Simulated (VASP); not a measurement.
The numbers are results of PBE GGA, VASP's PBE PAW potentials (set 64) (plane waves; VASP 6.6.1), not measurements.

The input files of a VASP run:

INCAR:
```
# general
SYSTEM =Se
PREC   =Accurate
ENCUT  =420
LREAL  =F
LASPH  =T

# electronic loop
EDIFF  =1E-09
NELM   =100
ALGO   =Normal
LMAXMIX=4

# smearing
ISMEAR =0
SIGMA  =0.01

# functional
GGA    =PE

# ions
IBRION =2
NSW    =50
ISIF   =3
EDIFFG =-0.005

# output
LWAVE  =F
LCHARG =F
```

### KPOINTS
```
Automatic mesh
0
Gamma
9 9 7
0 0 0
```

File POSCAR:
```
Se
1
    4.5426600000     0.0000000000     0.0000000000
   -2.2713300000     3.9340600000     0.0000000000
    0.0000000000     0.0000000000     5.0206220000
Se
3
Direct
  0.2178900000   0.0000000000   0.3333330000
  0.0000000000   0.2178900000   0.6666670000
  0.7821100000   0.7821100000   0.0000000000
```

POTCAR, in this order: Se (PBE.64 set). Program: vasp_std.

What VASP printed:

### OSZICAR
```
...
DAV:   1    -0.105105368360E+02   -0.93456E-04   -0.25943E-03  1794   0.301E-01    0.311E-02
DAV:   2    -0.105105064613E+02    0.30375E-04   -0.78874E-05  2064   0.594E-02    0.163E-02
DAV:   3    -0.105104981248E+02    0.83365E-05   -0.30684E-05  2084   0.331E-02    0.542E-03
DAV:   4    -0.105104983613E+02   -0.23649E-06   -0.20195E-06  2149   0.100E-02    0.252E-03
DAV:   5    -0.105104984300E+02   -0.68672E-07   -0.18803E-07  2159   0.310E-03    0.721E-04
DAV:   6    -0.105104984291E+02    0.84617E-09   -0.20107E-08  2074   0.901E-04    0.299E-04
DAV:   7    -0.105104984296E+02   -0.48101E-09   -0.39182E-09  2004   0.465E-04
   5 F= -.10510498E+02 E0= -.10510498E+02  d E =-.550500E-04
       N       E                     dE             d eps       ncg     rms          rms(c)
DAV:   1    -0.105108240256E+02   -0.32560E-03   -0.17933E-02  1794   0.792E-01    0.819E-02
DAV:   2    -0.105106148188E+02    0.20921E-03   -0.54536E-04  2064   0.156E-01    0.428E-02
DAV:   3    -0.105105570172E+02    0.57802E-04   -0.21215E-04  2084   0.870E-02    0.142E-02
DAV:   4    -0.105105582971E+02   -0.12799E-05   -0.13942E-05  2144   0.263E-02    0.664E-03
DAV:   5    -0.105105587373E+02   -0.44027E-06   -0.12989E-06  2164   0.815E-03    0.189E-03
DAV:   6    -0.105105587617E+02   -0.24398E-07   -0.13872E-07  2069   0.237E-03    0.786E-04
DAV:   7    -0.105105587765E+02   -0.14771E-07   -0.26861E-08  1999   0.122E-03    0.276E-04
DAV:   8    -0.105105587755E+02    0.99863E-09   -0.13691E-09  1742   0.288E-04
   6 F= -.10510559E+02 E0= -.10510559E+02  d E =-.115396E-03
       N       E                     dE             d eps       ncg     rms          rms(c)
DAV:   1    -0.105106521136E+02   -0.93337E-04   -0.30260E-03  1794   0.324E-01    0.361E-02
DAV:   2    -0.105106024082E+02    0.49705E-04   -0.11681E-04  2044   0.712E-02    0.195E-02
DAV:   3    -0.105105849254E+02    0.17483E-04   -0.54990E-05  1829   0.408E-02    0.553E-03
DAV:   4    -0.105105849807E+02   -0.55330E-07   -0.13613E-06  2279   0.803E-03    0.378E-03
DAV:   5    -0.105105850155E+02   -0.34763E-07   -0.27739E-07  1959   0.358E-03    0.107E-03
DAV:   6    -0.105105849826E+02    0.32857E-07   -0.30724E-08  2074   0.114E-03    0.227E-04
DAV:   7    -0.105105849694E+02    0.13169E-07   -0.20578E-09  1572   0.336E-04    0.115E-04
DAV:   8    -0.105105849672E+02    0.22063E-08   -0.73333E-10  1192   0.183E-04    0.334E-05
DAV:   9    -0.105105849656E+02    0.16684E-08   -0.10616E-10   962   0.797E-05    0.231E-05
DAV:  10    -0.105105849658E+02   -0.24806E-09   -0.13549E-11   917   0.241E-05
   7 F= -.10510585E+02 E0= -.10510585E+02  d E =-.261903E-04
       N       E                     dE             d eps       ncg     rms          rms(c)
DAV:   1    -0.105112514744E+02   -0.66651E-03   -0.27284E-02  1794   0.973E-01    0.108E-01
DAV:   2    -0.105108050312E+02    0.44644E-03   -0.10540E-03  2044   0.214E-01    0.585E-02
DAV:   3    -0.105106463166E+02    0.15871E-03   -0.49662E-04  1829   0.123E-01    0.166E-02
DAV:   4    -0.105106463216E+02   -0.49434E-08   -0.12269E-05  2274   0.242E-02    0.114E-02
DAV:   5    -0.105106467368E+02   -0.41521E-06   -0.25127E-06  1959   0.108E-02    0.324E-03
DAV:   6    -0.105106466811E+02    0.55628E-07   -0.27733E-07  2074   0.344E-03    0.685E-04
DAV:   7    -0.105106466455E+02    0.35656E-07   -0.19824E-08  2134   0.101E-03    0.344E-04
DAV:   8    -0.105106466401E+02    0.53418E-08   -0.46728E-09  2074   0.478E-04    0.108E-04
DAV:   9    -0.105106466343E+02    0.58365E-08   -0.55307E-10  1492   0.163E-04    0.573E-05
DAV:  10    -0.105106466354E+02   -0.11224E-08   -0.11402E-10   982   0.678E-05    0.196E-05
DAV:  11    -0.105106466357E+02   -0.32753E-09   -0.14825E-11   917   0.271E-05
   8 F= -.10510647E+02 E0= -.10510647E+02  d E =-.878602E-04
       N       E                     dE             d eps       ncg     rms          rms(c)
DAV:   1    -0.105131181567E+02   -0.24715E-02   -0.10948E-01  1794   0.195E+00    0.217E-01
DAV:   2    -0.105113283840E+02    0.17898E-02   -0.42325E-03  2029   0.428E-01    0.117E-01
DAV:   3    -0.105106915396E+02    0.63684E-03   -0.19964E-03  1834   0.247E-01    0.333E-02
DAV:   4    -0.105106911878E+02    0.35174E-06   -0.49211E-05  2279   0.485E-02    0.230E-02
DAV:   5    -0.105106929226E+02   -0.17348E-05   -0.10122E-05  1949   0.216E-02    0.653E-03
DAV:   6    -0.105106929392E+02   -0.16645E-07   -0.11107E-06  2084   0.688E-03    0.138E-03
DAV:   7    -0.105106928780E+02    0.61205E-07   -0.79975E-08  2149   0.203E-03    0.692E-04
DAV:   8    -0.105106928708E+02    0.72478E-08   -0.18491E-08  2054   0.952E-04    0.215E-04
DAV:   9    -0.105106928597E+02    0.11029E-07   -0.22775E-09  1938   0.320E-04    0.117E-04
DAV:  10    -0.105106928617E+02   -0.20021E-08   -0.19137E-10  1287   0.995E-05    0.333E-05
DAV:  11    -0.105106928626E+02   -0.83014E-09   -0.24141E-11   932   0.357E-05
   9 F= -.10510693E+02 E0= -.10510693E+02  d E =-.134087E-03
       N       E                     dE             d eps       ncg     rms          rms(c)
DAV:   1    -0.105107058147E+02   -0.12953E-04   -0.43801E-04  1794   0.124E-01    0.135E-02
DAV:   2    -0.105107031191E+02    0.26956E-05   -0.17689E-05  2149   0.286E-02    0.548E-03
DAV:   3    -0.105107017958E+02    0.13232E-05   -0.24637E-06  1954   0.898E-03    0.240E-03
DAV:   4    -0.105107016542E+02    0.14161E-06   -0.50071E-07  2139   0.421E-03    0.105E-03
DAV:   5    -0.105107016314E+02    0.22766E-07   -0.16491E-08  2014   0.966E-04    0.328E-04
DAV:   6    -0.105107016178E+02    0.13662E-07   -0.22851E-09  2189   0.330E-04    0.868E-05
DAV:   7    -0.105107016113E+02    0.64786E-08   -0.20559E-10  1002   0.103E-04    0.284E-05
DAV:   8    -0.105107016101E+02    0.11696E-08   -0.46739E-11   932   0.452E-05    0.141E-05
DAV:   9    -0.105107016107E+02   -0.54195E-09   -0.94553E-12   912   0.224E-05
  10 F= -.10510702E+02 E0= -.10510702E+02  d E =-.874809E-05
       N       E                     dE             d eps       ncg     rms          rms(c)
DAV:   1    -0.105107558922E+02   -0.54282E-04   -0.39427E-03  1794   0.371E-01    0.405E-02
DAV:   2    -0.105107332162E+02    0.22676E-04   -0.15923E-04  2149   0.859E-02    0.164E-02
DAV:   3    -0.105107217968E+02    0.11419E-04   -0.22235E-05  1944   0.270E-02    0.719E-03
DAV:   4    -0.105107206975E+02    0.10993E-05   -0.44830E-06  2139   0.126E-02    0.316E-03
DAV:   5    -0.105107206662E+02    0.31339E-07   -0.14784E-07  2009   0.289E-03    0.985E-04
DAV:   6    -0.105107206324E+02    0.33760E-07   -0.20571E-08  2229   0.991E-04    0.261E-04
DAV:   7    -0.105107206137E+02    0.18669E-07   -0.19046E-09  1483   0.309E-04    0.862E-05
DAV:   8    -0.105107206104E+02    0.32779E-08   -0.35925E-10  1087   0.130E-04    0.408E-05
DAV:   9    -0.105107206117E+02   -0.12450E-08   -0.68786E-11   967   0.638E-05    0.248E-05
DAV:  10    -0.105107206115E+02    0.22203E-09   -0.94817E-12   917   0.194E-05
  11 F= -.10510721E+02 E0= -.10510721E+02  d E =-.277489E-04
       N       E                     dE             d eps       ncg     rms          rms(c)
DAV:   1    -0.105108650717E+02   -0.14446E-03   -0.15772E-02  1794   0.742E-01    0.808E-02
DAV:   2    -0.105107758563E+02    0.89215E-04   -0.63691E-04  2149   0.172E-01    0.329E-02
DAV:   3    -0.105107306550E+02    0.45201E-04   -0.89283E-05  1944   0.541E-02    0.143E-02
DAV:   4    -0.105107264792E+02    0.41758E-05   -0.17783E-05  2134   0.251E-02    0.634E-03
DAV:   5    -0.105107265264E+02   -0.47215E-07   -0.58715E-07  2014   0.577E-03    0.197E-03
DAV:   6    -0.105107264806E+02    0.45817E-07   -0.82283E-08  2224   0.198E-03    0.522E-04
DAV:   7    -0.105107264451E+02    0.35480E-07   -0.82824E-09  1994   0.618E-04    0.182E-04
DAV:   8    -0.105107264396E+02    0.55122E-08   -0.90611E-10  1587   0.225E-04    0.670E-05
DAV:   9    -0.105107264401E+02   -0.48078E-09   -0.21016E-10  1062   0.116E-04
  12 F= -.10510726E+02 E0= -.10510726E+02  d E =-.335775E-04
```

File OUTCAR:
```
------------------------ aborting loop because EDIFF is reached ----------------------------------------
  FORCE on cell =-STRESS in cart. coord.  units (eV):
  Direction    XX          YY          ZZ          XY          YZ          ZX
  --------------------------------------------------------------------------------------
  Total       -0.0039717     -0.0039717     -0.0018397      0.0000000      0.0000000      0.0000000
  in kB       -0.0715897     -0.0715897     -0.0331614      0.0000000      0.0000000      0.0000000
  external PRESSURE =      -0.0587803 kB  Pullay stress =       0.0000000 kB
  volume of cell :       88.89
      direct lattice vectors                 reciprocal lattice vectors
     4.508971847 -0.000000000 -0.000000000     0.221780050  0.128044738  0.000000000
    -2.254485924  3.904885181 -0.000000000     0.000000000  0.256089476 -0.000000000
    -0.000000000  0.000000000  5.048308113     0.000000000  0.000000000  0.198086166
 POSITION                                       TOTAL-FORCE (eV/Angst)
 -----------------------------------------------------------------------------------
      0.99145     -0.00000      1.68277        -0.003635     -0.000000      0.000000
     -0.49572      0.85862      3.36554         0.001817     -0.003148     -0.000000
      1.75876      3.04627     -0.00000         0.001817      0.003148     -0.000000
 -----------------------------------------------------------------------------------
    total drift:                                0.000292     -0.000392      0.000006
  FREE ENERGIE OF THE ION-ELECTRON SYSTEM (eV)
  ---------------------------------------------------
  free  energy   TOTEN  =       -10.5107264401 eV

  energy  without entropy=      -10.5107264401  energy(sigma->0) =      -10.51072644

 reached required accuracy - stopping structural energy minimisation
```
(Selected blocks of OUTCAR.)

CONTCAR:
```
Se
   1.00000000000000
     4.5089718471167570   -0.0000000000000001   -0.0000000000000000
    -2.2544859235583785    3.9048851806909179   -0.0000000000000000
    -0.0000000000000000    0.0000000000000000    5.0483081131583409
  Se
     3
Direct
     0.2198827219500732    0.0000000000000000    0.3333330000000032
     0.0000000000010357    0.2198827219521445    0.6666669999999968
     0.7801172780488913    0.7801172780478556    0.0000000000000000
```

The structure comes from a computed database's Se entry; how it stands against other phases isn't given here. This run relaxes it. Symmetry was kept, so distortions that lower it aren't found. The run is one of a series of settings (EDIFF = 1E-09, EDIFFG = -0.005, ENCUT = 420, IBRION = 2, ISIF = 3, NSW = 50, KPOINTS 9×9×7 Γ-centred mesh against the base run), some of them coarse on purpose.
